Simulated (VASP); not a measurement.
OSZICAR of a VASP run on Lu (hcp):

OSZICAR:
```
       N       E                     dE             d eps       ncg     rms          rms(c)
DAV:   1     0.492542546711E+02    0.49254E+02   -0.87936E+03  5590   0.150E+03
DAV:   2    -0.110505584104E+01   -0.50359E+02   -0.49249E+02  5305   0.718E+02
DAV:   3    -0.343836220917E+01   -0.23333E+01   -0.22239E+01  5557   0.652E+01
DAV:   4    -0.353049248089E+01   -0.92130E-01   -0.90180E-01  5738   0.888E+00
DAV:   5    -0.353407566849E+01   -0.35832E-02   -0.35292E-02  5451   0.161E+00    0.253E+01
DAV:   6    -0.355376678349E+01   -0.19691E-01   -0.23885E-02  5275   0.348E+00    0.151E+01
DAV:   7    -0.357355929925E+01   -0.19793E-01   -0.50513E-02  5089   0.510E+00    0.351E-01
DAV:   8    -0.357409958441E+01   -0.54029E-03   -0.32939E-03  5169   0.893E-01    0.815E-02
DAV:   9    -0.357418852556E+01   -0.88941E-04   -0.21964E-04  5322   0.180E-01    0.305E-02
DAV:  10    -0.357419699798E+01   -0.84724E-05   -0.27224E-05  5299   0.714E-02    0.393E-02
DAV:  11    -0.357419833797E+01   -0.13400E-05   -0.31870E-06  4690   0.191E-02    0.169E-03
DAV:  12    -0.357419864916E+01   -0.31119E-06   -0.18293E-07  3493   0.656E-03    0.274E-03
DAV:  13    -0.357419863364E+01    0.15519E-07   -0.29672E-08  2730   0.803E-03
   1 F= -.35741986E+01 E0= -.35741986E+01  d E =0.000000E+00
```

Task: Which electronic solver shows in the log?

Result: It is blocked Davidson (ALGO = Normal, or the opening steps of other solvers). The INCAR had ALGO = Normal.

Task: Can the final energy be trusted as converged?

Result: The calculation finished and met its thresholds. It stopped with EDIFF = 1E-7, NELM = 100 (optB88-vdW, plane waves, VASP's PBE PAW potentials (set 64)).

The compound is Lu in the hcp structure. It was relaxed first.
